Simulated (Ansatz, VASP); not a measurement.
# Cross-check of Ru (Ruthenium) between VASP and Ansatz, part 2 of 2

Aim: how closely do two programs agree when they are given the same cell, functional and k mesh? The cell is taken from a series of runs on this material, whose earlier steps may have relaxed, scaled, displaced or heated it; both programs get it as it stands.

VASP 6.6.1 and Ansatz 0.2.0.

So far: Starting point; Ansatz: zone-centre phonons, PBEsol; VASP: zone-centre phonons, PBEsol.

### Step 3. VASP: zone-centre phonons, PBEsol (continued)

Level of this step: PBEsol; plane waves and PAW (Ru_pv) (VASP).

Numbers of over 12 decimals in the logs are rounded to 6 here.

From OUTCAR (step 3):

```text
ion  position               nearest neighbor table
   1  0.333  0.667  0.250-   2 2.65   2 2.65   2 2.65   2 2.65   2 2.65   2 2.65
   2  0.667  0.333  0.750-   1 2.65   1 2.65   1 2.65   1 2.65   1 2.65   1 2.65

  LATTYP: Found a hexagonal cell.
 ALAT       =     2.6844605353
 C/A-ratio  =     1.5987527896

 Subroutine GETGRP returns: Found 24 space group operations
 (whereof 12 operations were pure point group operations)

The static configuration has the point symmetry D_3d.
 The point group associated with its full space group is D_6h.

 Found    259 irreducible k-points:

   k-points           NKPTS =    259   k-points in BZ     NKDIM =    259   number of bands    NBANDS=     20

   dimension x,y,z NGX =    20 NGY =   20 NGZ =   32
   dimension x,y,z NGXF=    40 NGYF=   40 NGZF=   64

   ENCUT  =  500.0 eV  36.75 Ry    6.06 a.u.   4.89  4.89  7.82*2*pi/ulx,y,z

   NELECT =      28.0000    total number of electrons

 k-points in reciprocal lattice and weights: Automatic mesh
   0.00000000  0.00000000  0.00000000       0.000
   0.05555556  0.00000000  0.00000000       0.002
   0.11111111  0.00000000  0.00000000       0.002
   0.16666667  0.00000000  0.00000000       0.002
   0.22222222 -0.00000000  0.00000000       0.002
   0.27777778  0.00000000  0.00000000       0.002
   0.33333333  0.00000000  0.00000000       0.002
   0.38888889  0.00000000  0.00000000       0.002
   0.44444444 -0.00000000  0.00000000       0.002
[...]
0.33333333  0.27777778  0.50000000       0.003
   0.33333333  0.33333333  0.50000000       0.001

 average (electrostatic) potential at core
       1 -66.8970       2 -66.8970

  Total       -0.0171540     -0.0171540     -1.0082993     -0.0000000      0.0000000     -0.0000000
  in kB       -1.0261095     -1.0261095    -60.3138496     -0.0000000      0.0000000     -0.0000000
  external PRESSURE =     -20.7886896 kB  Pullay stress =       0.0000000 kB

  energy-cutoff  :      500.00
  volume of cell :       26.78
      direct lattice vectors                 reciprocal lattice vectors
     2.684460535  0.000000000  0.000000000     0.372514323  0.215071245  0.000000000
    -1.342230268  2.324811019  0.000000000     0.000000000  0.430142490  0.000000000
     0.000000000  0.000000000  4.291788769     0.000000000  0.000000000  0.233003080

 POSITION                                       TOTAL-FORCE (eV/Angst)
 -----------------------------------------------------------------------------------
      0.00000      1.54987      1.07295         0.000000      0.000000      0.000000
      1.34223      0.77494      3.21884        -0.000000      0.000000      0.000000
 -----------------------------------------------------------------------------------
    total drift:                               -0.000003     -0.000005      0.000000

 Eigenvectors and eigenvalues of the dynamical matrix
 ----------------------------------------------------

   1 f  =    7.724891 THz    48.536919 2PiTHz  257.674615 cm-1    31.947566 meV
             X         Y         Z           dx          dy          dz
      0.000000  1.549874  1.072947     0.000000    0.000000   -0.707107
      1.342230  0.774937  3.218842     0.000000    0.000000    0.707107

   2 f  =    6.074056 THz    38.164418 2PiTHz  202.608692 cm-1    25.120265 meV
             X         Y         Z           dx          dy          dz
      0.000000  1.549874  1.072947    -0.606073   -0.364247   -0.000000
      1.342230  0.774937  3.218842     0.606073    0.364247   -0.000000

   3 f  =    6.074056 THz    38.164418 2PiTHz  202.608692 cm-1    25.120265 meV
             X         Y         Z           dx          dy          dz
      0.000000  1.549874  1.072947     0.364247   -0.606073   -0.000000
      1.342230  0.774937  3.218842    -0.364247    0.606073   -0.000000

   4 f  =    0.000000 THz     0.000000 2PiTHz    0.000002 cm-1     0.000000 meV
             X         Y         Z           dx          dy          dz
      0.000000  1.549874  1.072947     0.396880   -0.573630    0.115908
      1.342230  0.774937  3.218842     0.396880   -0.573630    0.115908

   5 f/i=    0.000000 THz     0.000000 2PiTHz    0.000003 cm-1     0.000000 meV
             X         Y         Z           dx          dy          dz
      0.000000  1.549874  1.072947     0.579356    0.365335   -0.175719
      1.342230  0.774937  3.218842     0.579356    0.365335   -0.175719

   6 f/i=    0.000000 THz     0.000001 2PiTHz    0.000004 cm-1     0.000000 meV
             X         Y         Z           dx          dy          dz
      0.000000  1.549874  1.072947     0.082664    0.193593    0.675047
      1.342230  0.774937  3.218842     0.082664    0.193593    0.675047

 ELASTIC MODULI CONTR FROM IONIC RELAXATION (kBar)
 Direction    XX          YY          ZZ          XY          YZ          ZX
 --------------------------------------------------------------------------------
 XX         -62.8905     62.8905      0.0000     -0.0000     -0.0000      0.0000
 YY          62.8905    -62.8905     -0.0000     -0.0000      0.0000     -0.0000
 ZZ           0.0000     -0.0000     -0.0000      0.0000      0.0000     -0.0000
 XY          -0.0000     -0.0000      0.0000    -62.8905     -0.0000      0.0000
 YZ          -0.0000      0.0000      0.0000     -0.0000     -0.0000      0.0000
 ZX           0.0000     -0.0000     -0.0000      0.0000      0.0000     -0.0000
 --------------------------------------------------------------------------------
```

### Step 4. Differences

Known differences besides the potentials themselves: the data sets hold 32 valence electrons in Ansatz (on its PAW soft_1 files) and 28 in VASP; the cutoff is 420 eV in Ansatz and 500 eV in VASP; Ansatz makes its cores anew for this functional, VASP keeps those of its PBE data sets. Total energies have different zeros and are not compared.

Both answers:

| quantity | Ansatz | VASP | difference |
| --- | --- | --- | --- |
| optical mode 1 to 2 (cm⁻¹) | 202.8 | 202.6 | +0.07 % |
| optical mode 3 (cm⁻¹) | 257.6 | 257.7 | -0.05 % |

Modes are paired by rising frequency, not by their patterns, so a pair may set unlike modes beside each other; they are those without the splitting of longitudinal modes.

### Step 5. Summary of results

- r.m.s. difference of the optical zone-centre modes, each program's sorted by frequency (zone-centre phonons, PBEsol): 0.14 cm⁻¹

In words: The r.m.s. difference of the optical zone-centre modes, each program's sorted by frequency is 0.14 cm⁻¹ (zone-centre phonons, PBEsol). The data sets hold unlike numbers of valence electrons (32 in Ansatz and 28 in VASP), so part of the differences comes from the potentials. How closely two codes agree says nothing of how well the functional describes the real material.

[Lines on the potential files, build, host, timing and source positions are cut from VASP's logs without a mark.]

[Logs are printed without paths, hosts, clocks, repeated set-up lines and the standing remarks that a program may print on its own settings, such as how far it seeks lower states.]

[Hosts, paths, dates, database ids (printed as entryN), source tags and the programs' standing remarks are cut or masked in the printed files.]
